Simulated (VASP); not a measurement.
Set up this calculation in VASP 6.6.1, as the native input.

| Quantity | Value |
| --- | --- |
| Task | electron localisation function |
| Functional | PBE |
| Potentials or basis | VASP PAW PBE potentials, release 64 (Li_sv, H) |
| Cutoff | 520 eV |
| k mesh | 1 × 1 × 1 |
| Occupations | gaussian, width 0.01 eV |
| Spin | no spin polarisation |
| Further INCAR settings | ALGO = Normal; EDIFF = 1e-06 |

The structure of LiH (HLi) lies in POSCAR:

```
LiH
1.0
    9.0000000000      0.0000000000      0.0000000000
    0.0000000000      9.0000000000      0.0000000000
    0.0000000000      0.0000000000     11.0000000000
Li H
1 1
Direct
    0.5014444400      0.5023333300      0.4305590900
    0.5014444400      0.5023333300      0.5756227300
```

These files were run (other wordings do the same):

INCAR

```
SYSTEM = LiH
ALGO = Normal ; EDIFF = 1E-6
ENCUT = 520 ; GGA = PE
ISIF = 2 ; ISMEAR = 0
LASPH = .True. ; LCHARG = .True.
LELF = .True. ; LREAL = .False.
LWAVE = .False. ; NELM = 100
PREC = Accurate ; SIGMA = 0.01
```

KPOINTS

```
k-points
0
Gamma
  1 1 1
  0 0 0
```

Potentials or basis: VASP PAW PBE potentials, release 64 (Li_sv, H).

Command:

```bash
$ cat potpaw_PBE.64/Li_sv/POTCAR potpaw_PBE.64/H/POTCAR > POTCAR
$ mpirun -np 1 vasp_gam > vasp.out
```

Results of the run:

```
Largest force                   : 0.100 eV/Å
Gap between the frontier levels : 2.79 eV
```

Run time: 63 s on 1 thread of Intel(R) Xeon(R) Platinum 8259CL CPU @ 2.50GHz (Skylake/Cascade Lake), on a shared host, peak memory 0.77 GiB.
